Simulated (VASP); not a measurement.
Write the native input for VASP 6.6.1 that does the following.

| Property | Result |
| --- | --- |
| Task | relaxation of cell and atoms |
| Functional | PBE |
| Potentials or basis | VASP PAW PBE potentials, release 64 (Be, Se, O) |
| Cutoff | 520 eV |
| k mesh | 6 × 6 × 6 |
| Occupations | gaussian, width 0.05 eV |
| Spin | no spin polarisation |
| Further INCAR settings | PREC = Normal; LREAL = Auto; ALGO = Fast; EDIFF = 1e-05; ISYM = 0; IBRION = 2; EDIFFG = -0.03; NSW = 110; ISIF = 3 |

The structure of Be3Se2O lies in POSCAR:

```
Be3Se2O
1.0
   -1.6936818700      5.0570386900      2.3639762000
    1.6678590500     -5.0573996100      2.3457998000
    3.5276846300     10.1617691900     -4.7295364600
Be Se O
6 4 2
Direct
    0.3523790500      0.2020720900      0.0497382600
    0.3782890300      0.2679472200      0.5845849100
    0.0851270900      0.2671215100      0.4595311800
    0.0811216400      0.1874557600      0.9305175500
    0.8207681000      0.2980853600      0.2418289800
    0.8295902300      0.3438395000      0.7616380500
    0.3437647000      0.9702177200      0.1579799900
    0.3443510500      0.0683182600      0.6967781700
    0.6795377200      0.9994722000      0.3196794800
    0.6474142500      0.9528053300      0.8179776300
    0.0688426900      0.0367939400      0.0114142800
    0.0013924900      0.0105985700      0.5022304500
```

The cell was built by a generator and needn't be a form met in nature.

The input as run:

INCAR

```
PREC = Normal
ENCUT = 520
EDIFF = 1E-5
ISMEAR = 0
SIGMA = 0.05
LREAL = Auto
LASPH = T
NELM = 80
ALGO = Fast
ISIF = 3
LWAVE = F
LCHARG = F
GGA = PE
IBRION = 2
NSW = 110
EDIFFG = -0.03
ISYM = 0
KPAR = 8
```

KPOINTS

```
Automatic mesh
0
Gamma
  6 6 6
```

Potentials or basis: VASP PAW PBE potentials, release 64 (Be, Se, O).

Command:

```sh
$ cat potpaw_PBE.64/Be/POTCAR potpaw_PBE.64/Se/POTCAR potpaw_PBE.64/O/POTCAR > POTCAR
$ mpirun -np 8 vasp_std > vasp.out
```

Results of the run:

```json
{"Relaxed volume": "14.85 Å³/atom", "Relaxed cell": "a = 5.792 Å, b = 5.957 Å, c = 11.587 Å, α = 143.67°, β = 59.72°, γ = 131.07°", "Space group after relaxing (to 0.05 Å)": "Cm (No. 8)", "Energy gained by relaxing": "274.2 meV/atom", "Ionic steps": "44", "Pressure after relaxing": "0.0 GPa", "Largest force after relaxing": "0.024 eV/Å", "Band gap on the k mesh": "2.80 eV, direct"}
```

Run time: 33 min on 8 MPI ranks on Intel(R) Xeon(R) Platinum 8488C (Sapphire Rapids) (shared host), peak memory 0.58 GiB a rank.
